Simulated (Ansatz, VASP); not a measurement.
**Two plane-wave programs on Sn4Se3S**

```
Sn Se S
1.0
     4.40650   -0.01812    0.00090
    -0.01768    6.42002    1.19085
    -0.00685    1.70458    8.27104
Sn Se S
4 3 1
Direct
  0.02368 0.01353 0.07097
  0.54960 0.49327 0.16916
  0.03238 0.00865 0.57201
  0.55346 0.49559 0.68312
  0.45928 0.04136 0.31047
  0.96753 0.45977 0.43840
  0.45898 0.04392 0.81182
  0.95510 0.44390 0.94406
```

Change from the starting cell: cell x1, atoms moved at random (sigma 0.05 Å) and cell strained at random (1.5 %), then relaxed without symmetry.

Alike in both runs: functional PBE; k mesh 4 × 2 × 2; occupations gaussian, width 0.1 eV; no spin polarisation.

Ansatz relaxed the structure, and its values are those at the end. VASP's run is a single point on that final structure, the one shown.

```csv
,VASP,Ansatz
version,VASP 6.6.1,Ansatz 0.2.0
potentials or method,"VASP PAW PBE potentials, release 64 (Sn_d, Se, S)","scalar-relativistic, plane waves, PAW"
plane-wave cutoff (eV),520,420
valence electrons in the cell,80,110
```

Ansatz gave:

- gap on the k mesh at the Fermi level (eV): 0.79
- least direct gap on the mesh (eV): 0.99
- pressure (GPa): 0.0
- rms of the force components (eV/Å): 0.011

Q: What did VASP give for the same quantities?

A: gap on the k mesh at the Fermi level (eV): 0.78; least direct gap on the mesh (eV): 0.98; pressure (GPa): 0.1; rms of the force components (eV/Å): 0.016.

The two sets of potentials don't hold the same shells in valence.

Caveats: the k mesh is coarse (spacing up to 0.52 Å⁻¹), so the values aren't converged; spin-orbit coupling is left out, which moves the levels of the heavy elements. A k mesh can miss the band edges.
